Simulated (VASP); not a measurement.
Consider the following.

```
CELL_PARAMETERS angstrom
      0.00000     3.23000     3.23000
      3.23000     0.00000     3.23000
      3.23000     3.23000     0.00000
ATOMIC_POSITIONS crystal
  Hg 0.00000 0.00000 0.00000
  Te 0.25000 0.25000 0.25000
```

Computed with TPSS meta-GGA, VASP's PBE PAW potentials (set 64) (plane waves; VASP). Run with 520 eV cut-off, 7×7×7 Γ-centred mesh, Gaussian smearing of 0.050 eV, potentials Hg Te.

Energy and stress use the plane-wave basis of the starting cell.

### Question
The ions, cell shape and volume are relaxed. Which structure does the run end with?

### Answer

```
CELL_PARAMETERS angstrom
      0.00000     3.32117     3.32117
      3.32117     0.00000     3.32117
      3.32117     3.32117     0.00000
ATOMIC_POSITIONS crystal
  Hg 0.00000 0.00000 0.00000
  Te 0.25000 0.25000 0.25000
```
Space group F-43m (216), at a tolerance of 0.03 Å.

### Question
How do energy and volume change from the first to the last step?

### Answer
The energy (σ→0) changes by -30.5 meV/atom and the volume by +8.7 %, in 3 ionic steps.

The compound is HgTe in the zinc blende structure. This run relaxes it. Symmetry was kept, so distortions that lower it aren't found.
